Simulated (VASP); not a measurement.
Method: r2SCAN meta-GGA, VASP's PBE PAW potentials (set 64) (plane waves; VASP 6.6.1).

Input for VASP

**POSCAR**
```
TiAl
1.0
  0.0000000000   3.0348000000   3.0348000000
  3.0348000000   0.0000000000   3.0348000000
  3.0348000000   3.0348000000   0.0000000000
Ti Al
1 1
Direct
  0.0000000000   0.0000000000   0.0000000000
  0.5000000000   0.5000000000   0.5000000000
```

### INCAR
```
ALGO = Normal
EDIFF = 1E-6
EDIFFG = -0.01
ENCUT = 400
IBRION = 2
ISIF = 3
ISMEAR = 1
LASPH = .TRUE.
LCHARG = .FALSE.
LMAXMIX = 4
LMIXTAU = .TRUE.
LREAL = .FALSE.
LWAVE = .FALSE.
METAGGA = R2SCAN
NELM = 100
NSW = 60
PREC = Accurate
SIGMA = 0.1
SYSTEM = TiAl
```

**KPOINTS**
```
K-points
0
gamma
 9 9 9
0 0 0
```

POTCAR, in this order: Ti_sv Al (PBE.64 set). Program: vasp_std.

Output of the run:

File OSZICAR:
```
       N       E                     dE             d eps       ncg     rms          rms(c)
DAV:   1     0.653355278176E+02    0.65336E+02   -0.64571E+03   770   0.106E+03
DAV:   2    -0.171940404726E+02   -0.82530E+02   -0.80552E+02   791   0.287E+02
DAV:   3    -0.231960698998E+02   -0.60020E+01   -0.56691E+01  1307   0.739E+01
DAV:   4    -0.234225698886E+02   -0.22650E+00   -0.22137E+00  1010   0.127E+01
DAV:   5    -0.234392629838E+02   -0.16693E-01   -0.16660E-01  1182   0.297E+00    0.928E+00
DAV:   6    -0.184903846889E+02    0.49489E+01   -0.33762E+01  1207   0.603E+01    0.721E+00
DAV:   7    -0.179385062841E+02    0.55188E+00   -0.12284E+01  1146   0.281E+01    0.268E+00
DAV:   8    -0.178274923305E+02    0.11101E+00   -0.11284E+00  1093   0.632E+00    0.106E+00
DAV:   9    -0.176242746848E+02    0.20322E+00   -0.84100E-01  1088   0.829E+00    0.174E+00
DAV:  10    -0.178311008358E+02   -0.20683E+00   -0.57385E-01   980   0.714E+00    0.510E-01
DAV:  11    -0.178071852815E+02    0.23916E-01   -0.13645E-01  1159   0.346E+00    0.175E-01
DAV:  12    -0.178227310565E+02   -0.15546E-01   -0.19200E-02  1129   0.124E+00    0.243E-01
DAV:  13    -0.178394023087E+02   -0.16671E-01   -0.17678E-02   991   0.108E+00    0.511E-02
DAV:  14    -0.178412973873E+02   -0.18951E-02   -0.27997E-03   964   0.449E-01    0.341E-02
DAV:  15    -0.178411639453E+02    0.13344E-03   -0.60661E-04   883   0.189E-01    0.368E-02
DAV:  16    -0.178413324678E+02   -0.16852E-03   -0.42503E-04  1019   0.217E-01    0.407E-02
DAV:  17    -0.178414338741E+02   -0.10141E-03   -0.13857E-04   805   0.130E-01    0.283E-02
DAV:  18    -0.178414332810E+02    0.59311E-06   -0.39910E-05  1062   0.582E-02    0.175E-02
DAV:  19    -0.178414712587E+02   -0.37978E-04   -0.78895E-05  1089   0.845E-02    0.490E-03
DAV:  20    -0.178414922227E+02   -0.20964E-04   -0.31020E-05   809   0.413E-02    0.269E-03
DAV:  21    -0.178414894236E+02    0.27991E-05   -0.10018E-06   569   0.785E-03    0.264E-03
DAV:  22    -0.178414921382E+02   -0.27146E-05   -0.25387E-07   427   0.583E-03    0.103E-03
DAV:  23    -0.178414921928E+02   -0.54687E-07   -0.19774E-07   424   0.480E-03
   1 F= -.17841492E+02 E0= -.17841159E+02  d E =-.178415E+02
       N       E                     dE             d eps       ncg     rms          rms(c)
DAV:   1    -0.514477722246E+02   -0.33606E+02   -0.74824E+02   794   0.369E+02    0.417E+01
DAV:   2    -0.202610944504E+02    0.31187E+02   -0.89049E+01   857   0.165E+02    0.146E+01
DAV:   3    -0.189550558574E+02    0.13060E+01   -0.21533E+01  1161   0.468E+01    0.590E+00
DAV:   4    -0.197186186301E+02   -0.76356E+00   -0.15239E+01   947   0.389E+01    0.681E+00
DAV:   5    -0.189923018921E+02    0.72632E+00   -0.87098E+00   880   0.295E+01    0.220E+00
DAV:   6    -0.190866741661E+02   -0.94372E-01   -0.22592E-01   899   0.544E+00    0.168E+00
DAV:   7    -0.191787761481E+02   -0.92102E-01   -0.21550E-01  1005   0.454E+00    0.474E-01
DAV:   8    -0.191749275350E+02    0.38486E-02   -0.46395E-02   864   0.284E+00    0.437E-01
DAV:   9    -0.191836380869E+02   -0.87106E-02   -0.22846E-02   870   0.200E+00    0.606E-02
DAV:  10    -0.191839966709E+02   -0.35858E-03   -0.38390E-03   927   0.652E-01    0.630E-02
DAV:  11    -0.191842163059E+02   -0.21964E-03   -0.26755E-04   875   0.222E-01    0.320E-02
DAV:  12    -0.191840700313E+02    0.14627E-03   -0.44572E-04   902   0.222E-01    0.412E-02
DAV:  13    -0.191841139641E+02   -0.43933E-04   -0.55991E-05   955   0.103E-01    0.282E-02
DAV:  14    -0.191840926921E+02    0.21272E-04   -0.22002E-05   908   0.722E-02    0.114E-02
DAV:  15    -0.191841005246E+02   -0.78325E-05   -0.57480E-06   926   0.309E-02    0.694E-03
DAV:  16    -0.191840941086E+02    0.64160E-05   -0.12107E-06   408   0.173E-02    0.183E-03
DAV:  17    -0.191840998428E+02   -0.57342E-05   -0.57499E-07   391   0.921E-03    0.125E-03
DAV:  18    -0.191840986664E+02    0.11765E-05   -0.19350E-07   385   0.473E-03    0.147E-03
DAV:  19    -0.191840974288E+02    0.12376E-05   -0.81178E-08   385   0.305E-03    0.749E-04
DAV:  20    -0.191840977093E+02   -0.28055E-06   -0.23178E-08   385   0.193E-03
   2 F= -.19184098E+02 E0= -.19184136E+02  d E =-.134261E+01
       N       E                     dE             d eps       ncg     rms          rms(c)
DAV:   1    -0.191873492459E+02   -0.32518E-02   -0.64119E-02   847   0.400E+00    0.478E-01
DAV:   2    -0.191845988407E+02    0.27504E-02   -0.26426E-02   883   0.203E+00    0.129E-01
DAV:   3    -0.191842036253E+02    0.39522E-03   -0.19063E-03   869   0.473E-01    0.403E-02
DAV:   4    -0.191842440901E+02   -0.40465E-04   -0.25016E-04   967   0.147E-01    0.142E-02
DAV:   5    -0.191842015000E+02    0.42590E-04   -0.21157E-04   976   0.121E-01    0.222E-02
DAV:   6    -0.191842388106E+02   -0.37311E-04   -0.21454E-05   824   0.640E-02    0.168E-02
DAV:   7    -0.191842517632E+02   -0.12953E-04   -0.17284E-05   894   0.554E-02    0.351E-03
DAV:   8    -0.191842635183E+02   -0.11755E-04   -0.32615E-06   755   0.302E-02    0.315E-03
DAV:   9    -0.191842608327E+02    0.26856E-05   -0.60739E-07   388   0.108E-02    0.182E-03
DAV:  10    -0.191842672555E+02   -0.64228E-05   -0.32396E-07   385   0.893E-03    0.885E-04
DAV:  11    -0.191842654349E+02    0.18206E-05   -0.14250E-07   385   0.558E-03    0.130E-04
DAV:  12    -0.191842650630E+02    0.37193E-06   -0.58917E-08   385   0.266E-03
   3 F= -.19184265E+02 E0= -.19184341E+02  d E =-.134277E+01
```

### OUTCAR
```
------------------------ aborting loop because EDIFF is reached ----------------------------------------
  FORCE on cell =-STRESS in cart. coord.  units (eV):
  Direction    XX          YY          ZZ          XY          YZ          ZX
  --------------------------------------------------------------------------------------
  Total        0.0065720      0.0065720      0.0065720      0.0000000      0.0000000      0.0000000
  in kB        0.2870752      0.2870752      0.2870752      0.0000000      0.0000000      0.0000000
  external PRESSURE =       0.2870752 kB  Pullay stress =       0.0000000 kB
  volume of cell :       36.68
      direct lattice vectors                 reciprocal lattice vectors
     0.000000000  2.637101247  2.637101247    -0.189602125  0.189602125  0.189602125
     2.637101247  0.000000000  2.637101247     0.189602125 -0.189602125  0.189602125
     2.637101247  2.637101247  0.000000000     0.189602125  0.189602125 -0.189602125
 POSITION                                       TOTAL-FORCE (eV/Angst)
 -----------------------------------------------------------------------------------
      0.00000      0.00000      0.00000        -0.000000     -0.000000     -0.000000
      2.63710      2.63710      2.63710         0.000000      0.000000      0.000000
 -----------------------------------------------------------------------------------
    total drift:                               -0.000000     -0.000000      0.000000
  FREE ENERGIE OF THE ION-ELECTRON SYSTEM (eV)
  ---------------------------------------------------
  free  energy   TOTEN  =       -19.1842650630 eV

  energy  without entropy=      -19.1844933651  energy(sigma->0) =      -19.18434116

 reached required accuracy - stopping structural energy minimisation
```
(Selected blocks of OUTCAR.)

**CONTCAR**
```
TiAl
   1.00000000000000
     0.0000000000000000    2.6371012471473287    2.6371012471473287
     2.6371012471473287    0.0000000000000000    2.6371012471473287
     2.6371012471473287    2.6371012471473287    0.0000000000000000
  Ti              Al
     1     1
Direct
     0.0000000000000000    0.0000000000000000    0.0000000000000000
     0.5000000000000000    0.5000000000000000    0.5000000000000000
```

File OUTCAR:
```
 val. band max:        6.5896238169   @ k =  -0.4444   0.3333   0.1111

 cond. band min:       6.6501731727   @ k =   0.2222   0.1111   0.0000


 Fermi energy:         6.6326602383

 k-point     1 :       0.0000    0.0000    0.0000
  band No.  band energies     occupation
      1     -52.2257      2.00000
      2     -27.4426      2.00000
      3     -27.4426      2.00000
      4     -27.4426      2.00000
      5      -1.6791      2.00000
      6       7.3365     -0.00000
      7       7.3365     -0.00000
      8       7.3365     -0.00000
      9       7.4401     -0.00000
     10       7.4401     -0.00000
     11      12.7602      0.00000

 k-point     2 :       0.1111    0.0000    0.0000
  band No.  band energies     occupation
      1     -52.2251      2.00000
      2     -27.4505      2.00000
      3     -27.4438      2.00000
      4     -27.4438      2.00000
      5      -1.4558      2.00000
      6       7.0467     -0.00000
      7       7.2156     -0.00000
      8       7.2156     -0.00000
      9       7.4986     -0.00000
     10       7.4986     -0.00000
     11      12.1069      0.00000

 k-point     3 :       0.2222    0.0000    0.0000
  band No.  band energies     occupation
      1     -52.2234      2.00000
      2     -27.4704      2.00000
      3     -27.4467      2.00000
      4     -27.4466      2.00000
      5      -0.8003      2.00000
      6       6.1859      2.00000
      7       6.7909     -0.04774
      8       6.7909     -0.04774
      9       7.8724     -0.00000
     10       7.8724     -0.00000
     11      10.9411      0.00000

 k-point     4 :       0.3333    0.0000    0.0000
  band No.  band energies     occupation
      1     -52.2215      2.00000
      2     -27.4929      2.00000
      3     -27.4499      2.00000
      4     -27.4499      2.00000
      5       0.2425      2.00000
      6       4.8373      2.00000
      7       6.3883      2.00297
      8       6.3883      2.00297
      9       8.3830     -0.00000
...
```

Energy and stress use the plane-wave basis of the starting cell.

The structure was generated: TiAl was put into the rock salt type (Fm-3m), which need not be its known phase. This run relaxes it. Symmetry was kept, so distortions that lower it aren't found. The electron count is odd and the run is not spin-polarised, which forces a metal.
